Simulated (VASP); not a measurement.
Input:

```yaml
crystal:
  lattice:
    - [4.80901, 0.00000, 0.00000]
    - [0.00000, 4.80901, 0.00000]
    - [0.00000, 0.00000, 3.19942]
  atoms:
    - { symbol: Hf, position: [0.00000, 0.00000, 0.00000] }
    - { symbol: Hf, position: [0.50000, 0.50000, 0.50000] }
    - { symbol: O, position: [0.19488, 0.80512, 0.50000] }
    - { symbol: O, position: [0.80512, 0.19488, 0.50000] }
    - { symbol: O, position: [0.69488, 0.69488, 0.00000] }
    - { symbol: O, position: [0.30512, 0.30512, 0.00000] }
```

The numbers are results of PBEsol GGA with spin-orbit coupling, VASP's PBE PAW potentials (set 64) (plane waves; VASP), not measurements. Settings: 520 eV cut-off, 4×4×6 Γ-centred mesh, Gaussian smearing of 0.050 eV, potentials Hf_pv O.

**Question.** Give the energies of bands 37 to 50 at the high-symmetry points, in eV from the valence-band maximum.

**Answer.** 
```json
[
 {"band": "37", "Γ": "-0.75", "X": "-1.46", "M": "-1.16", "Z": "-2.06", "R": "-1.74", "A": "-1.12"},
 {"band": "38", "Γ": "-0.75", "X": "-1.46", "M": "-1.16", "Z": "-2.06", "R": "-1.74", "A": "-1.12"},
 {"band": "39", "Γ": "-0.51", "X": "-1.46", "M": "-1.16", "Z": "-2.06", "R": "-1.72", "A": "-1.12"},
 {"band": "40", "Γ": "-0.51", "X": "-1.46", "M": "-1.16", "Z": "-2.06", "R": "-1.72", "A": "-1.12"},
 {"band": "41", "Γ": "-0.46", "X": "-0.68", "M": "-0.79", "Z": "-0.95", "R": "-0.95", "A": "-0.50"},
 {"band": "42", "Γ": "-0.46", "X": "-0.68", "M": "-0.79", "Z": "-0.95", "R": "-0.95", "A": "-0.50"},
 {"band": "43", "Γ": "0.00", "X": "-0.68", "M": "-0.79", "Z": "-0.95", "R": "-0.93", "A": "-0.50"},
 {"band": "44", "Γ": "0.00", "X": "-0.68", "M": "-0.79", "Z": "-0.95", "R": "-0.93", "A": "-0.50"},
 {"band": "45", "Γ": "3.85", "X": "4.55", "M": "4.11", "Z": "5.53", "R": "4.04", "A": "5.04"},
 {"band": "46", "Γ": "3.85", "X": "4.55", "M": "4.11", "Z": "5.53", "R": "4.04", "A": "5.04"},
 {"band": "47", "Γ": "4.04", "X": "4.55", "M": "4.11", "Z": "5.53", "R": "4.12", "A": "5.04"},
 {"band": "48", "Γ": "4.04", "X": "4.55", "M": "4.11", "Z": "5.54", "R": "4.12", "A": "5.04"},
 {"band": "49", "Γ": "5.14", "X": "6.13", "M": "5.59", "Z": "5.92", "R": "6.25", "A": "5.79"},
 {"band": "50", "Γ": "5.14", "X": "6.13", "M": "5.59", "Z": "5.92", "R": "6.25", "A": "5.79"}
]
```

The gap is direct, 3.85 eV, from the valence maximum at Γ to the conduction minimum at Γ.

The structure comes from a computed database's HfO2 entry (P4_2/mnm); how it stands against other phases isn't given here. It was relaxed first.
